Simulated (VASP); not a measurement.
Given:

```yaml
crystal:
  lattice:
    - [1.78291, -3.08810, 0.00000]
    - [1.78291, 3.08810, 0.00000]
    - [0.00000, 0.00000, 4.82326]
  atoms:
    - { symbol: Pt, position: [0.00000, 0.00000, 0.00000] }
    - { symbol: S, position: [0.33333, 0.66667, 0.24838] }
    - { symbol: S, position: [0.66667, 0.33333, 0.75162] }
```

All values below come from PBEsol GGA, VASP's PBE PAW potentials (set 64) (plane waves; VASP 6.6.1). Numerical set-up: 480 eV cut-off, 8×8×4 Γ-centred mesh, Gaussian smearing of 0.050 eV, potentials Pt S.

Without a dispersion term in the relaxation, distances and binding between the weakly bound layers, chains or molecules are unreliable, and so is what depends on them. Unless said otherwise, spin-orbit coupling is left out, though it shifts the bands of the heavy elements here.

Each row applies one change to this cell, which was relaxed at other settings and keeps the small stress of the first row; at a fixed cut-off the stress holds a Pulay part, so it need not integrate to ΔE exactly. Stress is in GPa, positive when the cell is compressed.

| change | ΔE (meV/atom) | σxx | σyy | σzz | largest shear component, with its sign (GPa) | largest force (eV/Å) |
|---|---|---|---|---|---|---|
| none | 0.0 | 0.03 | 0.03 | -0.11 | 0.00 | 0.001 |
| atom 2 (S) moved by 0.075 Å along y | … | … | … | … | … | … |
| atom 3 (S) moved by 0.050 Å along x | … | … | … | … | … | … |
| atom 1 (Pt) moved by 0.100 Å along y | 28.2 | 0.57 | 1.22 | 0.50 | -0.60 | 1.699 |
| biaxial strain of -1.5 % in the yz plane | 8.2 | 3.50 | 6.68 | 3.43 | -1.01 | 0.428 |
| atom 2 (S) moved by 0.075 Å along x | 8.9 | 0.39 | 0.18 | 0.14 | -2.49 | 0.717 |
| biaxial strain of -2.0 % in the yz plane | 14.8 | 4.77 | 9.17 | 4.74 | -1.44 | 0.582 |
| isotropic strain of +4.0 % | 102.5 | -15.17 | -15.17 | -9.72 | 0.00 | 1.217 |
| uniaxial strain of -1.0 % along y | 1.8 | 1.17 | 3.15 | 0.98 | -0.61 | 0.138 |

What belongs in the gaps?

- atom 2 (S) moved by 0.075 Å along y, ΔE (meV/atom): 9.3
- atom 2 (S) moved by 0.075 Å along y, σxx: -1.08
- atom 2 (S) moved by 0.075 Å along y, σyy: 1.68
- atom 2 (S) moved by 0.075 Å along y, σzz: 0.15
- atom 2 (S) moved by 0.075 Å along y, largest shear component, with its sign (GPa): -2.69
- atom 2 (S) moved by 0.075 Å along y, largest force (eV/Å): 0.766
- atom 3 (S) moved by 0.050 Å along x, ΔE (meV/atom): 4.0
- atom 3 (S) moved by 0.050 Å along x, σxx: 0.19
- atom 3 (S) moved by 0.050 Å along x, σyy: 0.10
- atom 3 (S) moved by 0.050 Å along x, σzz: 0.00
- atom 3 (S) moved by 0.050 Å along x, largest shear component, with its sign (GPa): 1.66
- atom 3 (S) moved by 0.050 Å along x, largest force (eV/Å): 0.476

Failed runs are left out, and for metals the shear rows, which the mesh's noise covers.

The compound is PtS2 in the 1T layered structure.
